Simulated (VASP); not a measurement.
Output of a VASP run:

**OSZICAR**
```
       N       E                     dE             d eps       ncg     rms          rms(c)
DAV:   1     0.126631862930E+02    0.12663E+02   -0.41258E+03   752   0.831E+02
DAV:   2    -0.163981700718E+02   -0.29061E+02   -0.28109E+02   976   0.145E+02
DAV:   3    -0.171015062039E+02   -0.70334E+00   -0.70334E+00   896   0.295E+01
DAV:   4    -0.171037913589E+02   -0.22852E-02   -0.22852E-02  1072   0.160E+00
DAV:   5    -0.171037972593E+02   -0.59004E-05   -0.59004E-05   904   0.633E-02    0.835E+00
DAV:   6    -0.148433057124E+02    0.22605E+01   -0.13788E+01   824   0.234E+01    0.288E+00
DAV:   7    -0.148367117100E+02    0.65940E-02   -0.93287E-02   760   0.331E+00    0.193E+00
DAV:   8    -0.148306795477E+02    0.60322E-02   -0.20610E-02   832   0.198E+00    0.424E-01
DAV:   9    -0.148302871111E+02    0.39244E-03   -0.10140E-03  1032   0.255E-01    0.209E-01
DAV:  10    -0.148304016057E+02   -0.11449E-03   -0.32949E-04   816   0.153E-01    0.374E-02
DAV:  11    -0.148303990565E+02    0.25493E-05   -0.83083E-06   936   0.226E-02    0.170E-02
DAV:  12    -0.148303990677E+02   -0.11260E-07   -0.17347E-06   816   0.122E-02    0.600E-04
DAV:  13    -0.148303990712E+02   -0.34981E-08   -0.30250E-08   576   0.149E-03
   1 F= -.15337550E+02 E0= -.15337550E+02  d E =-.844479E-19
```

OUTCAR:
```
------------------------ aborting loop because EDIFF is reached ----------------------------------------
 Edisp (eV)   -0.50715
  FORCE on cell =-STRESS in cart. coord.  units (eV):
  Direction    XX          YY          ZZ          XY          YZ          ZX
  --------------------------------------------------------------------------------------
  Total      -1.44825    -1.44825    -1.44825     0.00000     0.00000     0.00000
  in kB    -104.89486  -104.89486  -104.89486     0.00000     0.00000     0.00000
  external pressure =     -104.89 kB  Pullay stress =        0.00 kB
  volume of cell :       22.12
      direct lattice vectors                 reciprocal lattice vectors
     0.000000000  2.228039357  2.228039357    -0.224412553  0.224412553  0.224412553
     2.228039357  0.000000000  2.228039357     0.224412553 -0.224412553  0.224412553
     2.228039357  2.228039357  0.000000000     0.224412553  0.224412553 -0.224412553
  FREE ENERGIE OF THE ION-ELECTRON SYSTEM (eV)
  ---------------------------------------------------
  free  energy   TOTEN  =       -15.3375498021 eV

  energy  without entropy=      -15.3375498021  energy(sigma->0) =      -15.33754980
```
(Selected blocks of OUTCAR.)

File POSCAR:
```
AlN
1
    0.0000000000     2.2280393567     2.2280393567
    2.2280393567     0.0000000000     2.2280393567
    2.2280393567     2.2280393567     0.0000000000
Al N
1 1
Direct
  0.0000000000   0.0000000000   0.0000000000
  0.2500000000   0.2500000000   0.2500000000
```

Q: Reconstruct the remaining input files.

A: This is not unique; one that fits is the input of the run itself, PBE GGA with D3 dispersion (Becke-Johnson damping), plane waves, VASP's PBE PAW potentials (set 64).

**INCAR**
```
ALGO = Normal
EDIFF = 1E-7
ENCUT = 520
GGA = PE
ISIF = 2
ISMEAR = 0
IVDW = 12
LASPH = T
LCHARG = F
LREAL = F
LWAVE = F
NELM = 100
PREC = Accurate
SIGMA = 0.05
SYSTEM = AlN
```

KPOINTS:
```
Automatic mesh
0
Gamma
10 10 10
0 0 0
```

POTCAR, in this order: Al N (PBE.64 set). Program: vasp_std.

The compound is AlN in the zinc blende structure, a metastable form; wurtzite is the usual one. This cell is one point of a volume scan, at 1.06 of the reference volume.
